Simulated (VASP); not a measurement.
An input for Quantum ESPRESSO's pw.x (written as the equivalent of a VASP run, and not itself run):

```
&CONTROL
  calculation = 'scf'
  pseudo_dir = './pseudo'
  outdir = './out'
  tprnfor = .true.
  tstress = .true.
/
&SYSTEM
  ibrav = 0
  nat = 2
  ntyp = 1
  ecutwfc = 36
  occupations = 'tetrahedra'
  input_dft = 'vdw-df2'
/
&ELECTRONS
  conv_thr = 7.3e-09
  electron_maxstep = 100
/
ATOMIC_SPECIES
  Si 28.085 Si.upf
CELL_PARAMETERS angstrom
     0.0000000    2.7696324    2.7696324
     2.7696324    0.0000000    2.7696324
     2.7696324    2.7696324    0.0000000
ATOMIC_POSITIONS crystal
  Si   0.0000000  0.0000000  0.0000000
  Si   0.2500000  0.2500000  0.2500000
K_POINTS automatic
  9 9 9 0 0 0
```

**Question.** Translate this input to VASP (INCAR, KPOINTS, POSCAR, choice of POTCAR).

**Answer.** Several could match; the one computed here: 
INCAR:
```
SYSTEM = Si
PREC = Accurate
ENCUT = 520
EDIFF = 1E-7
NELM = 100
ALGO = Normal
LREAL = .FALSE.
LASPH = .TRUE.
ISMEAR = -5
GGA = ML
ZAB_VDW = -1.8867
LUSE_VDW = .TRUE.
AGGAC = 0.0
LWAVE = .FALSE.
LCHARG = .TRUE.
LORBIT = 11
NEDOS = 601
ISIF = 2
```

**POSCAR**
```
Si
3.9168520
  0.0000000000   0.7071067394   0.7071067394
  0.7071067394   0.0000000000   0.7071067394
  0.7071067394   0.7071067394   0.0000000000
Si
2
Cart
  0.0000000000   0.0000000000   0.0000000000
  0.3535533697   0.3535533697   0.3535533697
```

**KPOINTS**
```
Automatic mesh
0
Gamma
9 9 9
0 0 0
```

POTCAR, in this order: Si (PBE.64 set). Program: vasp_std.

What does not carry over: the potentials are each code's own (VASP's PAW set, PseudoDojo norm-conserving files in pw.x), so ENCUT and ecutwfc are chosen apart and not converted; conv_thr bounds pw.x's estimated SCF error, while EDIFF bounds the energy change between steps.

The compound is Si in the diamond structure. It was relaxed first, which changed the volume by +6 %.
